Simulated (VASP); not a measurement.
Calculation: PBE GGA with D3 dispersion (zero damping), VASP's PBE PAW potentials (set 64) (plane waves; VASP).

Input for VASP

INCAR:
```
SYSTEM = CoAl
PREC = Accurate
ENCUT = 520
EDIFF = 1E-7
NELM = 100
ALGO = Normal
LREAL = .FALSE.
LASPH = .TRUE.
ISMEAR = -5
GGA = PE
IVDW = 11
LMAXMIX = 4
LWAVE = .FALSE.
LCHARG = .TRUE.
LORBIT = 11
NEDOS = 601
ISIF = 2
```

File KPOINTS:
```
Automatic
0
G
  14 14 14
```

### POSCAR
```
CoAl
1.0
  2.8215099586   0.0000000000   0.0000000000
  0.0000000000   2.8215099586   0.0000000000
  0.0000000000   0.0000000000   2.8215099586
Al Co
1 1
Cart
  1.4107549793   1.4107549793   1.4107549793
  0.0000000000   0.0000000000   0.0000000000
```

POTCAR, in this order: Al Co (PBE.64 set). Program: vasp_std.

The resulting files:

**OUTCAR**
```
 ion  position               nearest neighbor table
   1  0.500  0.500  0.500-   2 2.44   2 2.44   2 2.44   2 2.44   2 2.44   2 2.44   2 2.44   2 2.44
  LATTYP: Found a simple cubic cell.
 ALAT       =     2.8215099586
 Subroutine PRICEL returns:
 Original cell was already a primitive cell.
 Subroutine GETGRP returns: Found 48 space group operations
The static configuration has the point symmetry O_h .
The dynamic configuration has the point symmetry O_h .
 Subroutine INISYM returns: Found 48 space group operations
 Subroutine IBZKPT returns following result:
 Found    120 irreducible k-points:

 Following reciprocal coordinates:
            Coordinates               Weight
  0.000000  0.000000  0.000000      1.000000
  0.071429  0.000000  0.000000      6.000000
  0.142857  0.000000  0.000000      6.000000
  0.214286  0.000000  0.000000      6.000000
  0.285714  0.000000  0.000000      6.000000
  0.357143  0.000000  0.000000      6.000000
  0.428571  0.000000  0.000000      6.000000
  0.500000  0.000000  0.000000      3.000000
  0.071429  0.071429  0.000000     12.000000
  0.142857  0.071429  0.000000     24.000000
  0.214286  0.071429  0.000000     24.000000
  0.285714  0.071429  0.000000     24.000000
  0.357143  0.071429  0.000000     24.000000
  0.428571  0.071429  0.000000     24.000000
  0.500000  0.071429  0.000000     12.000000
  0.142857  0.142857  0.000000     12.000000
  0.214286  0.142857  0.000000     24.000000
  0.285714  0.142857  0.000000     24.000000
  0.357143  0.142857  0.000000     24.000000
  0.428571  0.142857  0.000000     24.000000
  0.500000  0.142857  0.000000     12.000000
  0.214286  0.214286  0.000000     12.000000
  0.285714  0.214286  0.000000     24.000000
  0.357143  0.214286  0.000000     24.000000
  0.428571  0.214286  0.000000     24.000000
...
```

OSZICAR:
```
       N       E                     dE             d eps       ncg     rms          rms(c)
DAV:   1     0.371767711425E+02    0.37177E+02   -0.54460E+03  2400   0.127E+03
DAV:   2    -0.123437481060E+02   -0.49521E+02   -0.47338E+02  2414   0.195E+02
DAV:   3    -0.136372939371E+02   -0.12935E+01   -0.12828E+01  2862   0.411E+01
DAV:   4    -0.136606510475E+02   -0.23357E-01   -0.23350E-01  2962   0.493E+00
DAV:   5    -0.136613852133E+02   -0.73417E-03   -0.73374E-03  2788   0.887E-01    0.128E+01
DAV:   6    -0.162338795044E+02   -0.25725E+01   -0.70707E+01  2684   0.127E+02    0.170E+01
DAV:   7    -0.119977292615E+02    0.42362E+01   -0.31198E+01  2634   0.806E+01    0.186E+00
DAV:   8    -0.119897686011E+02    0.79607E-02   -0.21233E-01  2514   0.417E+00    0.119E+00
DAV:   9    -0.119758884527E+02    0.13880E-01   -0.45247E-02  2932   0.302E+00    0.301E-01
DAV:  10    -0.119754104979E+02    0.47795E-03   -0.12025E-03  3088   0.485E-01    0.140E-01
DAV:  11    -0.119753958736E+02    0.14624E-04   -0.24876E-05  2962   0.476E-02    0.178E-02
DAV:  12    -0.119753886600E+02    0.72136E-05   -0.11323E-05  2800   0.469E-02    0.571E-03
DAV:  13    -0.119753883144E+02    0.34559E-06   -0.22752E-07  2064   0.455E-03    0.233E-03
DAV:  14    -0.119753879146E+02    0.39979E-06   -0.70134E-08  1278   0.239E-03    0.614E-04
DAV:  15    -0.119753879706E+02   -0.55987E-07   -0.61231E-09  1230   0.104E-03
   1 F= -.12633306E+02 E0= -.12633306E+02  d E =0.000000E+00
```

**OUTCAR**
```
------------------------ aborting loop because EDIFF is reached ----------------------------------------
 Edisp (eV)   -0.65792
  FORCE on cell =-STRESS in cart. coord.  units (eV):
  Direction    XX          YY          ZZ          XY          YZ          ZX
  --------------------------------------------------------------------------------------
  Total      -0.00779    -0.00779    -0.00779    -0.00000     0.00000    -0.00000
  in kB      -0.55597    -0.55597    -0.55597    -0.00000     0.00000    -0.00000
  external pressure =       -0.56 kB  Pullay stress =        0.00 kB
  volume of cell :       22.46
      direct lattice vectors                 reciprocal lattice vectors
     2.821509959  0.000000000  0.000000000     0.354420156  0.000000000  0.000000000
     0.000000000  2.821509959  0.000000000     0.000000000  0.354420156  0.000000000
     0.000000000  0.000000000  2.821509959     0.000000000  0.000000000  0.354420156
 POSITION                                       TOTAL-FORCE (eV/Angst)
 -----------------------------------------------------------------------------------
      1.41075      1.41075      1.41075         0.000000      0.000000      0.000000
      0.00000      0.00000      0.00000         0.000000      0.000000      0.000000
 -----------------------------------------------------------------------------------
    total drift:                                0.000000      0.000000      0.000000
  FREE ENERGIE OF THE ION-ELECTRON SYSTEM (eV)
  ---------------------------------------------------
  free  energy   TOTEN  =       -12.6333056788 eV

  energy  without entropy=      -12.6333056788  energy(sigma->0) =      -12.63330568

 total charge

# of ion       s       p       d       tot
------------------------------------------
    1        0.398   0.442   0.000   0.840
    2        0.445   0.534   7.528   8.508
--------------------------------------------------
tot          0.843   0.976   7.528   9.348
```
(Selected blocks of OUTCAR.)

For a metal the tetrahedron method with Blöchl corrections gives inexact stress and forces.

The compound is CoAl in the CsCl type structure. It was relaxed first. The run is not spin-polarised, so no magnetic state was tried.
